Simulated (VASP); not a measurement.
Here is the system:

```
SnSe2
1.0
    1.90500    -3.29956     0.00000
    1.90500     3.29956     0.00000
    0.00000     0.00000     6.14000
Sn Se
1 2
Cartesian
  0.00000   0.00000   0.00000
  1.90500   1.09985   1.53500
  1.90500  -1.09985   4.60500
```

Level of theory: PBEsol GGA, VASP's PBE PAW potentials (set 64) (plane waves; VASP). Run with 300 eV cut-off, 7×7×4 Γ-centred mesh, Fermi-Dirac smearing of 0.050 eV, potentials Sn_d Se.

At this cut-off the stress carries a Pulay error, which pulls relaxed volumes low.

**Question.** Which forces act on the atoms, in eV/Å?

**Answer.** 
```tsv
atom	Fx	Fy	Fz
Sn1	0.000	0.000	0.000
Se2	0.000	0.000	0.551
Se3	0.000	0.000	-0.551
```

**Question.** Give the stress tensor in GPa (positive for a compressed cell).

**Answer.** 
```
1.70  0.00  0.00
0.00  1.70  0.00
0.00  0.00  3.29
```
The pressure is its mean diagonal, 2.23 GPa.

The structure is a typed SnSe2 crystal. The cell was not relaxed at this level.
